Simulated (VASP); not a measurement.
OSZICAR of a VASP run on MoS2 (2H layered):

### OSZICAR
```
       N       E                     dE             d eps       ncg     rms          rms(c)
DAV:   1     0.451486036237E+03    0.45149E+03   -0.29754E+04  1680   0.159E+03
DAV:   2    -0.219600521899E+02   -0.47345E+03   -0.46348E+03  1834   0.402E+02
DAV:   3    -0.459890675565E+02   -0.24029E+02   -0.23878E+02  1905   0.788E+01
DAV:   4    -0.465169770408E+02   -0.52791E+00   -0.52673E+00  1830   0.117E+01
DAV:   5    -0.465311889591E+02   -0.14212E-01   -0.14208E-01  1908   0.181E+00    0.347E+01
DAV:   6    -0.443670535623E+02    0.21641E+01   -0.23096E+01  1676   0.253E+01    0.134E+01
DAV:   7    -0.439321484672E+02    0.43491E+00   -0.10038E+01  1687   0.160E+01    0.834E+00
DAV:   8    -0.436019154997E+02    0.33023E+00   -0.15659E+00  1964   0.690E+00    0.289E+00
DAV:   9    -0.436135902754E+02   -0.11675E-01   -0.15226E-01  1971   0.190E+00    0.135E+00
DAV:  10    -0.436052296993E+02    0.83606E-02   -0.67915E-02  1828   0.144E+00    0.340E-01
DAV:  11    -0.436052500572E+02   -0.20358E-04   -0.26839E-03  1847   0.299E-01    0.183E-01
DAV:  12    -0.436051627071E+02    0.87350E-04   -0.53546E-04  1926   0.120E-01    0.715E-02
DAV:  13    -0.436051712687E+02   -0.85617E-05   -0.15362E-04  1965   0.660E-02    0.108E-02
DAV:  14    -0.436051733431E+02   -0.20744E-05   -0.13681E-05  1785   0.211E-02    0.147E-02
DAV:  15    -0.436051739836E+02   -0.64047E-06   -0.20019E-06  1622   0.752E-03    0.445E-03
DAV:  16    -0.436051737892E+02    0.19443E-06   -0.11549E-06  1725   0.614E-03    0.101E-03
DAV:  17    -0.436051738886E+02   -0.99434E-07   -0.52005E-08  1213   0.146E-03
   1 F= -.45200833E+02 E0= -.45200833E+02  d E =0.000000E+00
```

Q: Which electronic solver shows in the log?

A: It is blocked Davidson (ALGO = Normal, or the opening steps of other solvers). The INCAR had ALGO = Normal.

Q: Can the final energy be trusted as converged?

A: The run converged. It stopped with EDIFF = 1E-7, NELM = 100 (PBE GGA with D3 dispersion (zero damping), plane waves, VASP's PBE PAW potentials (set 64)).

The compound is MoS2 in the 2H layered structure. It was relaxed first.
